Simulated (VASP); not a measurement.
MgGa23N24 (a cell with a defect), 48 atoms in the cell. The cell holds a defect, 48 atoms: a = 8.302 Å, b = 8.302 Å, c = 8.302 Å, α = 84.34°, β = 84.34°, γ = 84.34°. 

```yaml
Program: VASP 6.6.1
Task: single point
Functional: HSE06
Potentials_or_basis: VASP PAW PBE potentials, release 64 (Mg, Ga_d, N)
Cutoff: 400 eV
k_mesh: 1 × 1 × 1
Occupations: gaussian, width 0.01 eV
Spin: no spin polarisation
Grid_for_exact_exchange_PRECFOCK: Fast
Screening_parameter: 0.2 1/A
Further_INCAR_settings: PREC = Normal; LREAL = Auto; ALGO = Normal; EDIFF = 1e-07; NBANDS = 240; NELECT = 420.0
```

Potentials or basis: VASP PAW PBE potentials, release 64 (Mg, Ga_d, N).

Command:

```console
$ cat potpaw_PBE.64/Mg/POTCAR potpaw_PBE.64/Ga_d/POTCAR potpaw_PBE.64/N/POTCAR > POTCAR
$ cp INCAR.step1 INCAR
$ mpirun -np 1 vasp_gam > vasp.out
$ cp INCAR.step2 INCAR
$ mpirun -np 1 vasp_gam > vasp.out
```

Hardware: 1 × NVIDIA H100 80GB with 1 thread of AMD EPYC 7R13 Processor (Zen 3), with other jobs on the host.

Problem. How long does it take, and how much memory?

Solution. Wall time 25 min on 1 × NVIDIA H100 80GB with 1 thread of AMD EPYC 7R13 Processor (Zen 3), on a shared host, peak memory 1.2 GiB. Counts: scf iterations 19, k points 1.
